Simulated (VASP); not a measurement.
```xyz
6
Lattice="4.2615 0.0000 0.0000 0.0000 4.2615 0.0000 0.0000 0.0000 4.2615" Properties=species:S:1:pos:R:3 pbc="T T T"
Cu     3.1961     1.0654     3.1961
Cu     1.0654     3.1961     3.1961
Cu     3.1961     3.1961     1.0654
Cu     1.0654     1.0654     1.0654
O      4.2615     4.2615     4.2615
O      2.1307     2.1307     2.1307
```

Level of theory: PBE GGA with D4 dispersion, VASP's PBE PAW potentials (set 64) (plane waves; VASP). Run with 520 eV cut-off, Gaussian smearing of 0.050 eV, potentials Cu O.

Give the energies of bands 18 to 31 at the high-symmetry points, in eV from the valence-band maximum.

```tsv
band	Γ	X	M	R
18	-1.90	-2.03	-2.19	-1.95
19	-1.90	-2.03	-1.92	-1.95
20	-1.76	-2.03	-1.92	-1.75
21	-1.76	-1.87	-1.92	-1.75
22	-1.76	-1.87	-1.92	-1.75
23	-1.57	-1.69	-1.48	-1.62
24	-1.57	-1.69	-1.48	-1.62
25	-1.57	-1.20	-1.21	-0.99
26	0.00	-1.20	-1.21	-0.57
27	0.00	-0.39	-0.65	-0.57
28	0.00	-0.39	-0.65	-0.57
29	0.54	2.27	1.92	2.47
30	1.26	2.27	1.92	2.47
31	1.26	4.24	3.86	2.47
```

The gap is direct, 0.54 eV, from the valence maximum at Γ to the conduction minimum at Γ.

Measured: gap 2.20 eV (computed value off by -1.66 eV), as given by Wei Chen et al., Physical Review Materials (2018), doi:10.1103/physrevmaterials.2.073803 [zero-point renormalisation of 0.03 eV added back (the table's ZPR column)].

The compound is Cu2O in the cuprite structure. It was relaxed first.
